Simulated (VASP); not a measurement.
Calculation: PBEsol GGA, VASP's PBE PAW potentials (set 64) (plane waves; VASP).

A VASP calculation is set up with these files.

INCAR:
```
SYSTEM = Y
PREC = Accurate
ENCUT = 400
EDIFF = 1E-7
NELM = 100
ALGO = Normal
LREAL = .FALSE.
LASPH = .TRUE.
ISMEAR = -5
GGA = PS
LMAXMIX = 4
LWAVE = .FALSE.
LCHARG = .TRUE.
LORBIT = 11
NEDOS = 601
ISIF = 2
```

KPOINTS:
```
Automatic mesh
0
gamma
14 14 14
```

POSCAR:
```
Y
1
   -1.9844801729     1.9844801729     1.9844801729
    1.9844801729    -1.9844801729     1.9844801729
    1.9844801729     1.9844801729    -1.9844801729
Y
1
Direct
  0.0000000000   1.0000000000   0.0000000000
```

POTCAR, in this order: Y_sv (PBE.64 set). Program: vasp_std.

What VASP printed:

OSZICAR:
```
       N       E                     dE             d eps       ncg     rms          rms(c)
DAV:   1     0.149142273399E+02    0.14914E+02   -0.51522E+03  1904   0.914E+02
DAV:   2    -0.608398851712E+01   -0.20998E+02   -0.20610E+02  2238   0.143E+02
DAV:   3    -0.690725858968E+01   -0.82327E+00   -0.81358E+00  2864   0.205E+01
DAV:   4    -0.692741810015E+01   -0.20160E-01   -0.20067E-01  2552   0.244E+00
DAV:   5    -0.692773442403E+01   -0.31632E-03   -0.31286E-03  2781   0.186E-01    0.248E+01
DAV:   6    -0.673366241030E+01    0.19407E+00   -0.26561E-01  1934   0.410E+00    0.148E+01
DAV:   7    -0.669330947399E+01    0.40353E-01   -0.38436E-01  1960   0.474E+00    0.121E+00
DAV:   8    -0.669081098218E+01    0.24985E-02   -0.52126E-02  2228   0.199E+00    0.315E-01
DAV:   9    -0.669034954515E+01    0.46144E-03   -0.12619E-03  2388   0.318E-01    0.105E-01
DAV:  10    -0.669029208768E+01    0.57457E-04   -0.24885E-04  2519   0.167E-01    0.464E-02
DAV:  11    -0.669029208871E+01   -0.10309E-08   -0.51553E-06  2328   0.150E-02    0.361E-02
DAV:  12    -0.669029098539E+01    0.11033E-05   -0.10653E-05  2026   0.390E-02    0.370E-02
DAV:  13    -0.669029027267E+01    0.71272E-06   -0.13675E-06  2430   0.113E-02    0.120E-02
DAV:  14    -0.669029033430E+01   -0.61627E-07   -0.49402E-08  1264   0.160E-03
   1 F= -.66902903E+01 E0= -.66902903E+01  d E =0.000000E+00
```

File OUTCAR:
```
------------------------ aborting loop because EDIFF is reached ----------------------------------------
  FORCE on cell =-STRESS in cart. coord.  units (eV):
  Direction    XX          YY          ZZ          XY          YZ          ZX
  --------------------------------------------------------------------------------------
  Total       -0.0134642     -0.0134642     -0.0134642      0.0000000      0.0000000      0.0000000
  in kB       -0.6900669     -0.6900669     -0.6900669      0.0000000      0.0000000      0.0000000
  external PRESSURE =      -0.6900669 kB  Pullay stress =       0.0000000 kB
  volume of cell :       31.26
      direct lattice vectors                 reciprocal lattice vectors
    -1.984480173  1.984480173  1.984480173     0.000000000  0.251955150  0.251955150
     1.984480173 -1.984480173  1.984480173     0.251955150  0.000000000  0.251955150
     1.984480173  1.984480173 -1.984480173     0.251955150  0.251955150  0.000000000
 POSITION                                       TOTAL-FORCE (eV/Angst)
 -----------------------------------------------------------------------------------
      0.00000      0.00000      0.00000         0.000000      0.000000      0.000000
 -----------------------------------------------------------------------------------
    total drift:                                0.000000      0.000000     -0.000000
  FREE ENERGIE OF THE ION-ELECTRON SYSTEM (eV)
  ---------------------------------------------------
  free  energy   TOTEN  =        -6.6902903343 eV

  energy  without entropy=       -6.6902903343  energy(sigma->0) =       -6.69029033

 total charge

# of ion       s       p       d       f       tot
--------------------------------------------------
    1        2.285   6.232   0.963   0.008   9.488
```
(Selected blocks of OUTCAR.)

For a metal the tetrahedron method with Blöchl corrections gives inexact stress and forces.

The structure was generated: Y was put into the bcc type (Im-3m), which need not be its known phase. It was relaxed first, which changed the volume by -5 %.
